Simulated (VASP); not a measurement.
A run of VASP 6.6.1 is set up as follows.

The input INCAR:

```
SYSTEM = GaSb
PREC = Accurate
ENCUT = 600
EDIFF = 1E-6
ISMEAR = 0
SIGMA = 0.03
LREAL = .FALSE.
LASPH = .TRUE.
NELM = 80
ALGO = Normal
ISIF = 3
LWAVE = .FALSE.
LCHARG = .FALSE.
GGA = PE
IVDW = 12
IBRION = 2
NSW = 90
EDIFFG = -0.01
```

Contents of KPOINTS:

```
Automatic mesh
0
G
  10 10 10
  0 0 0
```

The input POSCAR:

```
GaSb
1.0
    0.0000000000      3.0590000000      3.0590000000
    3.0590000000      0.0000000000      3.0590000000
    3.0590000000      3.0590000000      0.0000000000
Ga Sb
1 1
Direct
    0.0000000000      0.0000000000      0.0000000000
    0.2500000000      0.2500000000      0.2500000000
```

Potentials or basis: VASP PAW PBE potentials, release 64 (Ga_d, Sb).

The run is started by

```sh
$ cat potpaw_PBE.64/Ga_d/POTCAR potpaw_PBE.64/Sb/POTCAR > POTCAR
$ mpirun -np 1 vasp_std > vasp.out
```

Task: Estimate the space group after relaxing (to 0.05 Å).

Result: F-43m (No. 216).

Task: Estimate the relaxed volume.

Result: 28.82 Å³/atom.

Task: What does it give for the band gap on the k mesh?

Result: None (metal or under the smearing width).

Task: Estimate the relaxed cell.

Result: a = 4.336 Å, b = 4.336 Å, c = 4.336 Å, α = 60.00°, β = 60.00°, γ = 60.00°.

Final structure:
```yaml
crystal:
  lattice:
    - [0.00000, 3.06606, 3.06606]
    - [3.06606, 0.00000, 3.06606]
    - [3.06606, 3.06606, 0.00000]
  atoms:
    - { symbol: Ga, position: [0.00000, 0.00000, 0.00000] }
    - { symbol: Sb, position: [0.25000, 0.25000, 0.25000] }
```

Caveat: pairwise dispersion overbinds metals, which lowers pressure and volume; this crystal is a semiconductor, whose small gap the functional closes, so the metal is an error of the method. The run has no spin-orbit coupling, so splittings on Sb are missing.
